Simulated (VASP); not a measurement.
Crystal: Zn6C.

```xyz
7
Lattice="-3.1573 3.1573 3.1573 3.1573 -3.1573 3.1573 3.1573 3.1573 -3.1573" Properties=species:S:1:pos:R:3 pbc="T T T"
Zn    2.0235    0.0000    0.0000
Zn    4.2911    0.0000    0.0000
Zn    0.0000    2.0235    0.0000
Zn    0.0000    4.2911    0.0000
Zn    0.0000    0.0000    2.0235
Zn    0.0000    0.0000    4.2911
C     0.0000    0.0000    0.0000
```

The cell was built by a generator and needn't be a form met in nature.

```yaml
Program: VASP 6.6.1
Task: relaxation of cell and atoms
Functional: PBEsol
Dispersion: D4
Potentials_or_basis: VASP PAW PBE potentials, release 64 (Zn, C)
Cutoff: 600 eV
k_mesh: 5 × 5 × 5
Occupations: fermi-dirac, width 0.05 eV
Spin: no spin polarisation
```

At the start: pressure -4.4 GPa; volume 17.99 Å³/atom.

Q: How do energy, volume and symmetry change on relaxing?

A: Over 6 steps the energy falls by 16.7 meV/atom and the volume is 16.85 Å³/atom (-6.3 %); space group Im-3m (No. 229, to 0.05 Å).

The path:
| step | energy change (eV) | largest force (eV/Å) | pressure (GPa) | volume (Å³) |
| --- | --- | --- | --- | --- |
| 1 | 0.0000 | 0.0347 | -4.42 | 125.90 |
| 2 | -0.1144 | 0.0979 | 0.51 | 117.07 |
| 3 | -0.1161 | 0.0831 | 0.04 | 117.88 |
| 4 | -0.1161 | 0.0801 | -0.04 | 118.04 |
| 5 | -0.1164 | 0.0538 | -0.01 | 117.95 |
| 6 | -0.1167 | 0.0012 | -0.02 | 117.98 |

Final structure:
```
Zn C
1.0
    -3.08971    3.08971    3.08971
     3.08971   -3.08971    3.08971
     3.08971    3.08971   -3.08971
Zn C
6 1
Direct
  0.00000 0.32059 0.32059
  0.00000 0.67941 0.67941
  0.32059 0.00000 0.32059
  0.67941 0.00000 0.67941
  0.32059 0.32059 0.00000
  0.67941 0.67941 0.00000
  0.00000 0.00000 0.00000
```

Caveat: the PAW data sets were made with another functional, which shifts forces and pressure a little; pairwise dispersion overbinds metals, which lowers pressure and volume.
